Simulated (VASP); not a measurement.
Consider the following.

```
As
1.0
    3.75397    -1.91760     0.00000
    3.75397     1.91760     0.00000
    2.77442     0.00000     3.17365
As
2
Direct
  0.22700   0.22700   0.22700
  0.77300   0.77300   0.77300
```

These are PBE GGA, VASP's PBE PAW potentials (set 64) (plane waves; VASP 6.6.1) values and carry that method's errors. Numerical set-up: 400 eV cut-off, 9×9×9 Γ-centred mesh, first-order Methfessel-Paxton smearing of 0.10 eV, potentials As.

Give the force on each atom (eV/Å).

```tsv
atom	Fx	Fy	Fz
As1	-0.086	0.000	-0.027
As2	0.086	0.000	0.027
```

Give the stress tensor in GPa (positive for a compressed cell).

```
-0.64   0.00   0.13
 0.00  -1.08   0.00
 0.13   0.00  -1.03
```
The pressure is its mean diagonal, -0.92 GPa.

The compound is As in the a7 structure. The cell was not relaxed at this level.
